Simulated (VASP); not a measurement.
All values below come from PBE GGA with spin-orbit coupling, VASP's PBE PAW potentials (set 64) (plane waves; VASP).

The input files of a VASP run:

**KPOINTS**
```
Automatic mesh
0
Gamma
3 3 3
0 0 0
```

POSCAR:
```
CsSnI3
6.3363140
  1.0000000000   0.0000000000   0.0000000000
  0.0000000000   1.0000000000   0.0000000000
  0.0000000000   0.0000000000   1.0000000000
Cs Sn I
1 1 3
Cart
  0.0000000000   0.0000000000   0.0000000000
  0.5000000000   0.5000000000   0.5000000000
  0.5000000000   0.0000000000   0.5000000000
  0.0000000000   0.5000000000   0.5000000000
  0.5000000000   0.5000000000   0.0000000000
```

### INCAR
```
SYSTEM = CsSnI3
PREC = Accurate
ENCUT = 300
EDIFF = 1E-6
NELM = 100
ALGO = Normal
LREAL = .FALSE.
LASPH = .TRUE.
ISMEAR = -1
SIGMA = 0.05
GGA = PE
LMAXMIX = 4
LWAVE = .FALSE.
LCHARG = .FALSE.
ISIF = 2
LSORBIT = .TRUE.
LNONCOLLINEAR = .TRUE.
MAGMOM = 0.0 0.0 0.0 0.0 0.0 0.0 0.0 0.0 0.0 0.0 0.0 0.0 0.0 0.0 0.0
GGA_COMPAT = .FALSE.
LORBIT = 11
```

POTCAR, in this order: Cs_sv Sn_d I (PBE.64 set). Program: vasp_ncl.

The run wrote:

### OUTCAR
```
 ion  position               nearest neighbor table
   1  0.000  0.000  0.000-
   2  0.500  0.500  0.500-   3 3.17   4 3.17   5 3.17   5 3.17   3 3.17   4 3.17
   3  0.500  0.000  0.500-   2 3.17   2 3.17
   4  0.000  0.500  0.500-   2 3.17   2 3.17
   5  0.500  0.500  0.000-   2 3.17   2 3.17
  LATTYP: Found a simple cubic cell.
 ALAT       =     6.3363140000
 Subroutine PRICEL returns:
 Original cell was already a primitive cell.
 Subroutine GETGRP returns: Found 48 space group operations
The static configuration has the point symmetry O_h .
The dynamic configuration has the point symmetry O_h .
The overall configuration has the point symmetry O_h .
 Subroutine INISYM returns: Found 48 space group operations
 Subroutine IBZKPT returns following result:
 Found      4 irreducible k-points:

 Following reciprocal coordinates:
            Coordinates               Weight
  0.000000  0.000000  0.000000      1.000000
  0.333333  0.000000  0.000000      6.000000
  0.333333  0.333333  0.000000     12.000000
  0.333333  0.333333  0.333333      8.000000
   k-points           NKPTS =      4   k-points in BZ     NKDIM =      4   number of bands    NBANDS=     52
...
```

### OSZICAR
```
       N       E                     dE             d eps       ncg     rms          rms(c)
DAV:   1     0.299502332209E+03    0.29950E+03   -0.13568E+04   456   0.102E+03
DAV:   2     0.214033985707E+02   -0.27810E+03   -0.27269E+03   524   0.255E+02
DAV:   3    -0.137315084264E+02   -0.35135E+02   -0.35024E+02   496   0.114E+02
DAV:   4    -0.150532689892E+02   -0.13218E+01   -0.13196E+01   520   0.269E+01
DAV:   5    -0.150935959521E+02   -0.40327E-01   -0.40317E-01   536   0.417E+00    0.651E+00
DAV:   6    -0.148207310680E+02    0.27286E+00   -0.46341E-01   524   0.363E+00    0.413E+00
DAV:   7    -0.147942882975E+02    0.26443E-01   -0.17570E-01   504   0.169E+00    0.260E+00
DAV:   8    -0.148009236855E+02   -0.66354E-02   -0.34814E-02   480   0.891E-01    0.675E-01
DAV:   9    -0.148010082958E+02   -0.84610E-04   -0.12147E-02   496   0.748E-01    0.153E-01
DAV:  10    -0.148012962206E+02   -0.28792E-03   -0.11095E-03   468   0.201E-01    0.110E-01
DAV:  11    -0.148013799212E+02   -0.83701E-04   -0.21186E-04   496   0.907E-02    0.404E-02
DAV:  12    -0.148014472949E+02   -0.67374E-04   -0.25694E-04   456   0.804E-02    0.209E-02
DAV:  13    -0.148014499485E+02   -0.26536E-05   -0.25051E-05   476   0.247E-02    0.770E-03
DAV:  14    -0.148014501960E+02   -0.24742E-06   -0.92819E-07   368   0.573E-03
   1 F= -.14801450E+02 E0= -.14801450E+02  d E =-.919249E-10  mag=    -0.0000     0.0000     0.0000
```

**OUTCAR**
```
------------------------ aborting loop because EDIFF is reached ----------------------------------------
  FORCE on cell =-STRESS in cart. coord.  units (eV):
  Direction    XX          YY          ZZ          XY          YZ          ZX
  --------------------------------------------------------------------------------------
  Total       -1.0996642     -1.0996642     -1.0996642      0.0000000      0.0000000      0.0000000
  in kB       -6.9256507     -6.9256507     -6.9256507      0.0000000      0.0000000      0.0000000
  external PRESSURE =      -6.9256507 kB  Pullay stress =       0.0000000 kB
  volume of cell :      254.40
      direct lattice vectors                 reciprocal lattice vectors
     6.336314000  0.000000000  0.000000000     0.157820462  0.000000000  0.000000000
     0.000000000  6.336314000  0.000000000     0.000000000  0.157820462  0.000000000
     0.000000000  0.000000000  6.336314000     0.000000000  0.000000000  0.157820462
 POSITION                                       TOTAL-FORCE (eV/Angst)
 -----------------------------------------------------------------------------------
      0.00000      0.00000      0.00000         0.000000      0.000000      0.000000
      3.16816      3.16816      3.16816         0.000000      0.000000      0.000000
      3.16816      0.00000      3.16816         0.000000      0.000000      0.000000
      0.00000      3.16816      3.16816         0.000000      0.000000      0.000000
      3.16816      3.16816      0.00000         0.000000      0.000000      0.000000
 -----------------------------------------------------------------------------------
    total drift:                                0.000000      0.000000      0.000000
  FREE ENERGIE OF THE ION-ELECTRON SYSTEM (eV)
  ---------------------------------------------------
  free  energy   TOTEN  =       -14.8014501960 eV

  energy  without entropy=      -14.8014501959  energy(sigma->0) =      -14.80145020

 total charge

# of ion       s       p       d       tot
------------------------------------------
    1        1.842   4.716   0.010   6.567
    2        1.389   0.635   9.970  11.994
    3        1.511   2.772   0.010   4.292
    4        1.511   2.772   0.010   4.292
    5        1.511   2.772   0.010   4.292
--------------------------------------------------
tot          7.762  13.666  10.008  31.436

 magnetization (x)

# of ion       s       p       d       tot
------------------------------------------
    1       -0.000   0.000   0.000  -0.000
    2       -0.000  -0.000   0.000  -0.000
    3        0.000  -0.000   0.000  -0.000
    4       -0.000   0.000   0.000  -0.000
    5        0.000   0.000   0.000   0.000
--------------------------------------------------
tot          0.000  -0.000   0.000  -0.000

 magnetization (y)

# of ion       s       p       d       tot
------------------------------------------
    1       -0.000   0.000   0.000   0.000
    2        0.000  -0.000   0.000  -0.000
    3       -0.000   0.000   0.000  -0.000
    4       -0.000   0.000  -0.000  -0.000
    5        0.000   0.000  -0.000   0.000
--------------------------------------------------
tot         -0.000   0.000   0.000   0.000

 magnetization (z)

# of ion       s       p       d       tot
------------------------------------------
    1       -0.000   0.000   0.000   0.000
    2        0.000  -0.000  -0.000  -0.000
    3        0.000   0.000   0.000   0.000
    4       -0.000   0.000  -0.000   0.000
    5        0.000  -0.000   0.000   0.000
--------------------------------------------------
tot          0.000   0.000  -0.000   0.000

 Ion:    1  E_soc:     -0.3227879

 Ion:    2  E_soc:     -0.0905967

 Ion:    3  E_soc:     -0.2707832

 Ion:    4  E_soc:     -0.2707832

 Ion:    5  E_soc:     -0.2707832
```
(Selected blocks of OUTCAR.)

At this cut-off the stress carries a Pulay error, which pulls relaxed volumes low.

The structure is a typed CsSnI3 crystal (Pm-3m). The cell was not relaxed at this level. The run is one of a series of settings (GGA_COMPAT = .FALSE., LNONCOLLINEAR = .TRUE., LSORBIT = .TRUE., MAGMOM = 0.0 0.0 0.0 0.0 0.0 0.0 0.0 0.0 0.0 0.0 0.0 0.0 0.0 0.0 0.0, program vasp_ncl against the base run), some of them coarse on purpose.
